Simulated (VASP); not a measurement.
# Quasiparticle energies of SiC (Moissanite 3C) in VASP, part 7 of 8

Wanted: how far GW moves the Kohn-Sham levels of SiC (Moissanite 3C). The cell is of the zinc-blende type, one of the forms listed for this formula. The start is a cell from a database of measured crystal structures.

VASP 6.6.1, plane waves and PAW; the level of theory is named at each step.

So far, quasiparticle gap on the mesh (eV): step 3 (evGW0, evGW0 on PBE) 2.38; step 4 (evGW, evGW on PBE) 2.58; step 5 (QPGW0, QPGW0 on PBE) 2.52.

## 6. Orbitals for another starting point

This step: PBE; plane waves and PAW (Si_GW, C_GW) (VASP 6.6.1).

A hybrid converges faster from good orbitals, so a cheap PBE run writes WAVECAR first.

INCAR reads:

```
SYSTEM = SiC
PREC = Accurate
ENCUT = 440
EDIFF = 1E-05
NELM = 100
ISMEAR = 0
SIGMA = 0.01
LREAL = .FALSE.
ALGO = Normal
GGA = PE
NBANDS = 10
LORBIT = 11
LWAVE = .TRUE.
LCHARG = .FALSE.
KPAR = 8
```

POSCAR reads:

```
SiC
1.0
    0.0000000000      2.1790000000      2.1790000000
    2.1790000000      0.0000000000      2.1790000000
    2.1790000000      2.1790000000      0.0000000000
Si C
1 1
Direct
    0.0000000000      0.0000000000      0.0000000000
    0.7500000000      0.7500000000      0.7500000000
```

KPOINTS reads:

```
Automatic mesh
0
Gamma
6 6 6
0 0 0
```

PAW data sets: Si_GW and C_GW (PBE family, release 64).

Run with:

```
mpirun -np 8 vasp_std
```

The program printed:

```text
[banner, memory and clock lines left out]
running    8 mpi-ranks, on    1 nodes
 distrk:  each k-point on    1 cores,    8 groups
 distr:  one band on    1 cores,    1 groups

 POSCAR found type information on POSCAR SiC
 POSCAR found :  2 types and       2 ions
 [... a notice as in an earlier step ...]

 LDA part: xc-table for (Slater+PW92), standard interpolation
 POSCAR, INCAR and KPOINTS ok, starting setup
 FFT: planning ... GRIDC
 FFT: planning ... GRID_SOFT
 FFT: planning ... GRID
 WAVECAR not read
 entering main loop
       N       E                     dE             d eps       ncg     rms          rms(c)
DAV:   1     0.501778814166E+01    0.50178E+01   -0.44521E+03   350   0.755E+02
DAV:   2    -0.163499516294E+02   -0.21368E+02   -0.20438E+02   460   0.132E+02
DAV:   3    -0.169087141204E+02   -0.55876E+00   -0.55702E+00   428   0.178E+01
DAV:   4    -0.169139574350E+02   -0.52433E-02   -0.52412E-02   434   0.201E+00
DAV:   5    -0.169140404721E+02   -0.83037E-04   -0.83025E-04   432   0.244E-01    0.701E+00
DAV:   6    -0.151047593756E+02    0.18093E+01   -0.68007E+00   442   0.163E+01    0.212E+00
DAV:   7    -0.150428697286E+02    0.61890E-01   -0.31028E-01   424   0.351E+00    0.115E+00
DAV:   8    -0.150332292503E+02    0.96405E-02   -0.23463E-02   402   0.152E+00    0.947E-02
DAV:   9    -0.150331473094E+02    0.81941E-04   -0.11783E-03   450   0.239E-01    0.427E-02
DAV:  10    -0.150332408717E+02   -0.93562E-04   -0.18075E-04   414   0.950E-02    0.140E-02
DAV:  11    -0.150332407623E+02    0.10940E-06   -0.34323E-05   374   0.433E-02
   1 F= -.15033241E+02 E0= -.15033241E+02  d E =-.226411E-85
 writing wavefunctions
```

Run time: 1.4 s. Hardware: 8 MPI ranks of AMD EPYC 9R14 (Zen 4), shared host; peak memory 0.88 GiB.

Parts of OUTCAR (step 6):

```text
   k-points           NKPTS =     16   k-points in BZ     NKDIM =     16   number of bands    NBANDS=     10

   NELECT =       8.0000    total number of electrons

 E-fermi :   7.9185

 k-point     1 :       0.0000    0.0000    0.0000
  band No.  band energies     occupation
      1      -7.6335      2.00000
      2       7.7815      2.00000
      3       7.7815      2.00000
      4       7.7815      2.00000
      5      14.0026      0.00000
      6      15.0766      0.00000
      7      15.0766      0.00000
      8      15.0766      0.00000
      9      22.2678      0.00000
    ...

  Total        0.2849165      0.2849165      0.2849165     -0.0000000      0.0000000     -0.0000000
  in kB       22.0610663     22.0610663     22.0610663     -0.0000000      0.0000000     -0.0000000
  external PRESSURE =      22.0610663 kB  Pullay stress =       0.0000000 kB

 POSITION                                       TOTAL-FORCE (eV/Angst)
 -----------------------------------------------------------------------------------
      0.00000      0.00000      0.00000         0.000000      0.000000      0.000000
      3.26850      3.26850      3.26850        -0.000000     -0.000000     -0.000000
 -----------------------------------------------------------------------------------
    total drift:                                0.000000      0.000000      0.000000

  FREE ENERGIE OF THE ION-ELECTRON SYSTEM (eV)
  ---------------------------------------------------
  free  energy   TOTEN  =       -15.0332407623 eV

  energy  without entropy=      -15.0332407623  energy(sigma->0) =      -15.03324076

[... 7 parts as in an earlier step ...]

[... 9 further parts left out ...]
```

This step gave:

- free energy (TOTEN): -15.03 eV
- Fermi energy: 7.918 eV
- pressure: 2.206 GPa
- least direct gap on the k-mesh: 4.540 eV

The run ends at a pressure of 2.21 GPa.

## 7. Another starting point

This step: HSE06; plane waves and PAW (Si_GW, C_GW) (VASP 6.6.1).

To see how much the result owes to its start, the ground state is made again with HSE06. EDIFF is tight for accurate orbitals, and a narrow smearing avoids fractional occupations.

INCAR reads:

```
SYSTEM = SiC
PREC = Accurate
ENCUT = 440
EDIFF = 1E-08
NELM = 100
ISMEAR = 0
SIGMA = 0.01
LREAL = .FALSE.
ALGO = Normal
LHFCALC = .TRUE.
AEXX = 0.25
GGA = PE
HFSCREEN = 0.2
LASPH = .TRUE.
NBANDS = 10
PRECFOCK = Fast
LORBIT = 11
LWAVE = .TRUE.
LCHARG = .FALSE.
KPAR = 8
```

POSCAR is that of step 6.

KPOINTS is that of step 6.

The WAVECAR or CHGCAR of an earlier step is read.

Run with:

```
mpirun -np 8 vasp_std
```

The program printed:

```text
[banner, memory and clock lines left out]
running    8 mpi-ranks, on    1 nodes
 distrk:  each k-point on    1 cores,    8 groups
 distr:  one band on    1 cores,    1 groups

 POSCAR found type information on POSCAR SiC
 POSCAR found :  2 types and       2 ions
 [... a notice as in an earlier step ...]

 LDA part: xc-table for (Slater+PW92), standard interpolation
 found WAVECAR, reading the header
 POSCAR, INCAR and KPOINTS ok, starting setup
 FFT: planning ... GRIDC
 FFT: planning ... GRID_SOFT
 FFT: planning ... GRID
 reading WAVECAR
 the WAVECAR file was read successfully
 initial charge from wavefunction
 entering main loop
       N       E                     dE             d eps       ncg     rms          rms(c)
DAV:   1    -0.174197962759E+02   -0.17420E+02   -0.29623E-01   388   0.582E+00    0.256E-01
DAV:   2    -0.174211083323E+02   -0.13121E-02   -0.37309E-03   368   0.462E-01    0.173E-01
DAV:   3    -0.174206358023E+02    0.47253E-03   -0.27321E-04   458   0.142E-01    0.103E-01
DAV:   4    -0.174204716097E+02    0.16419E-03   -0.74029E-05   432   0.839E-02    0.611E-02
DAV:   5    -0.174204192785E+02    0.52331E-04   -0.22519E-05   448   0.496E-02    0.360E-02
DAV:   6    -0.174204014929E+02    0.17786E-04   -0.66072E-06   452   0.292E-02    0.211E-02
DAV:   7    -0.174203955257E+02    0.59672E-05   -0.20325E-06   466   0.167E-02    0.124E-02
DAV:   8    -0.174203936076E+02    0.19181E-05   -0.64423E-07   428   0.952E-03    0.726E-03
DAV:   9    -0.174203931705E+02    0.43709E-06   -0.21023E-07   466   0.540E-03    0.428E-03
DAV:  10    -0.174203932434E+02   -0.72830E-07   -0.68963E-08   400   0.309E-03    0.252E-03
DAV:  11    -0.174203931476E+02    0.95728E-07   -0.23526E-08   322   0.181E-03    0.149E-03
DAV:  12    -0.174203930161E+02    0.13154E-06   -0.70455E-09   182   0.105E-03    0.889E-04
DAV:  13    -0.174203929884E+02    0.27737E-07   -0.35736E-09   178   0.616E-04    0.525E-04
DAV:  14    -0.174203929906E+02   -0.22749E-08   -0.16024E-09   172   0.446E-04
   1 F= -.17420393E+02 E0= -.17420393E+02  d E =-.136615E-39
 writing wavefunctions
```

It took 32 s on 8 MPI ranks; peak memory 1.6 GiB.

Parts of OUTCAR (step 7):

```text
   k-points           NKPTS =     16   k-points in BZ     NKDIM =    216   number of bands    NBANDS=     10

   NELECT =       8.0000    total number of electrons

  exchange ACFDT corr.  =         0.00000000  see jH, gK, PRB 81, 115126

 E-fermi :   7.2395

 k-point     1 :       0.0000    0.0000    0.0000
  band No.  band energies     occupation
      1      -9.8394      2.00000
      2       7.1488      2.00000
      3       7.1488      2.00000
      4       7.1488      2.00000
      5      14.6905      0.00000
      6      15.7475      0.00000
      7      15.7475      0.00000
      8      15.7475      0.00000
      9      23.2085      0.00000
    ...

 POSITION                                       TOTAL-FORCE (eV/Angst)
 -----------------------------------------------------------------------------------
      0.00000      0.00000      0.00000        -0.000000     -0.000000     -0.000000
      3.26850      3.26850      3.26850         0.000000      0.000000      0.000000
 -----------------------------------------------------------------------------------
    total drift:                               -0.000001      0.000000     -0.000000

  FREE ENERGIE OF THE ION-ELECTRON SYSTEM (eV)
  ---------------------------------------------------
  free  energy   TOTEN  =       -17.4203929906 eV

  energy  without entropy=      -17.4203929906  energy(sigma->0) =      -17.42039299

[... 7 parts as in an earlier step ...]

[... 9 further parts left out ...]
```

The PAW data sets were made with PBE, which is usual practice but a small mismatch for other functionals.

Numbers from this step:

```yaml
free_energy_toten: -17.42 eV
fermi_energy: 7.239 eV
gap_on_the_k_mesh: 2.244 eV
least_direct_gap_on_the_k_mesh: 5.746 eV
```

## 8. Empty bands, functional HSE06

ALGO = Exact makes the empty bands from the converged ground state in one step. LOPTICS writes the k-derivatives of the orbitals (WAVEDER), which give the long-wavelength limit of the screening.

INCAR reads:

```
SYSTEM = SiC
PREC = Accurate
ENCUT = 440
ISMEAR = 0
SIGMA = 0.01
LREAL = .FALSE.
LHFCALC = .TRUE.
AEXX = 0.25
GGA = PE
HFSCREEN = 0.2
LASPH = .TRUE.
NBANDS = 136
PRECFOCK = Fast
ALGO = Exact
NELM = 1
LWAVE = .TRUE.
LCHARG = .FALSE.
LOPTICS = .TRUE.
NEDOS = 1000
CSHIFT = 0.1
```

POSCAR is that of step 7.

KPOINTS is that of step 7.

The run starts from files that an earlier step left in the folder.

Run with:

```
mpirun -np 8 vasp_std
```

The program printed:

```text
[banner, memory and clock lines left out]
running    8 mpi-ranks, on    1 nodes
[...]
[... a notice as in an earlier step ...]

 LDA part: xc-table for (Slater+PW92), standard interpolation
 found WAVECAR, reading the header
  number of bands has changed, file:    10 present:   136
  trying to continue reading WAVECAR, but it might fail
 POSCAR, INCAR and KPOINTS ok, starting setup
[...]
reading WAVECAR
 random initialization beyond band           10
 the WAVECAR file was read successfully
 initial charge from wavefunction
 entering main loop
       N       E                     dE             d eps       ncg     rms          rms(c)
DIA:   1    -0.174203930049E+02   -0.17420E+02    0.00000E+00     0   0.000E+00
   1 F= -.17420393E+02 E0= -.17420393E+02  d E =-.531963E-28
 writing wavefunctions
 optical routines
 imaginary and real dielectric function
 recalculating local potential from charge density
 direction            1
 direction            2
 direction            3
```

The job ended after 3 min (8 MPI ranks; peak memory 1.7 GiB; 24 min of CPU time).

OUTCAR, selected parts (step 8):

```text
 POSITION                                       TOTAL-FORCE (eV/Angst)
 -----------------------------------------------------------------------------------
      0.00000      0.00000      0.00000         0.000000     -0.000000     -0.000000
      3.26850      3.26850      3.26850        -0.000000      0.000000      0.000000
 -----------------------------------------------------------------------------------
    total drift:                               -0.000001      0.000000     -0.000000

  FREE ENERGIE OF THE ION-ELECTRON SYSTEM (eV)
  ---------------------------------------------------
  free  energy   TOTEN  =       -17.4203930049 eV

  energy  without entropy=      -17.4203930049  energy(sigma->0) =      -17.42039300

[... 2 parts as in an earlier step ...]

[... 1 further part left out ...]
[key lines of the parts left out:]
E-fermi :   7.2234
```

(Continued in part 8 of 8.)

[Lines on the potential files, build, host, timing and source positions are cut from VASP's logs without a mark.]

[Logs are printed without paths, hosts, clocks, repeated set-up lines and the standing remarks that a program may print on its own settings, such as how far it seeks lower states.]

[Hosts, paths, dates, database ids (printed as entryN), source tags and the programs' standing remarks are cut or masked in the printed files.]

[Pressures printed for these runs are not shown converged in the cutoff: they can be off by several GPa and have the wrong sign.]
